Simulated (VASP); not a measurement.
VASP ran on this input.

POSCAR:
```
PbO
4.0467040
  1.0000000000   0.0000000000   0.0000000000
  0.0000000000   1.0000000000   0.0000000000
  0.0000000000   0.0000000000   1.3151162032
Pb O
2 2
direct
  0.5000000000   0.0000000000   0.2259700000
  0.0000000000   0.5000000000   0.7740300000
  0.5000000000   0.5000000000   0.0000000000
  0.0000000000   0.0000000000   0.0000000000
```

INCAR:
```
LMAXMIX = 4   # l cut-off of mixed one-centre charges
LCHARG = .FALSE.
ISMEAR = -1   # Fermi-Dirac
ISIF = 2   # forces and stress, cell fixed
GGA = PE
SIGMA = 0.8   # width (eV)
NELM = 100   # most electronic steps
LWAVE = .FALSE.
ENCUT = 400   # plane-wave cut-off (eV)
LREAL = .FALSE.   # projection in real space or not
EDIFF = 1E-6   # SCF stop (eV)
ALGO = Normal   # blocked Davidson
LASPH = .TRUE.   # aspherical one-centre terms
PREC = Accurate
SYSTEM = PbO
```

File KPOINTS:
```
Automatic mesh
0
Gamma
6 6 4
0.5 0.5 0.5
```

POTCAR, in this order: Pb_d O (PBE.64 set). Program: vasp_std.

Question: Translate this PBE calculation to Quantum ESPRESSO's pw.x.

Answer: One equivalent input (not run):
```
&CONTROL
  calculation = 'scf'
  pseudo_dir = './pseudo'
  outdir = './out'
  tprnfor = .true.
  tstress = .true.
/
&SYSTEM
  ibrav = 0
  nat = 4
  ntyp = 2
  ecutwfc = 84
  occupations = 'smearing'
  smearing = 'fermi-dirac'
  degauss = 0.0588
  input_dft = 'pbe'
/
&ELECTRONS
  conv_thr = 7.3e-08
  electron_maxstep = 100
/
ATOMIC_SPECIES
  Pb 207.200 Pb.upf
  O 15.999 O.upf
CELL_PARAMETERS angstrom
     4.0467040    0.0000000    0.0000000
     0.0000000    4.0467040    0.0000000
     0.0000000    0.0000000    5.3218860
ATOMIC_POSITIONS crystal
  Pb   0.5000000  0.0000000  0.2259700
  Pb   0.0000000  0.5000000  0.7740300
  O    0.5000000  0.5000000  0.0000000
  O    0.0000000  0.0000000  0.0000000
K_POINTS automatic
  6 6 4 1 1 1
```
The two are equivalent in intent, not identical: the potentials are each code's own (VASP's PAW set, PseudoDojo norm-conserving files in pw.x), so ENCUT and ecutwfc are chosen apart and not converted; conv_thr bounds pw.x's estimated SCF error, while EDIFF bounds the energy change between steps.

The structure comes from a computed database's PbO entry; how it stands against other phases isn't given here. The cell was not relaxed at this level. The run is one of a series of settings (SIGMA = 0.8 against the base run), some of them coarse on purpose.
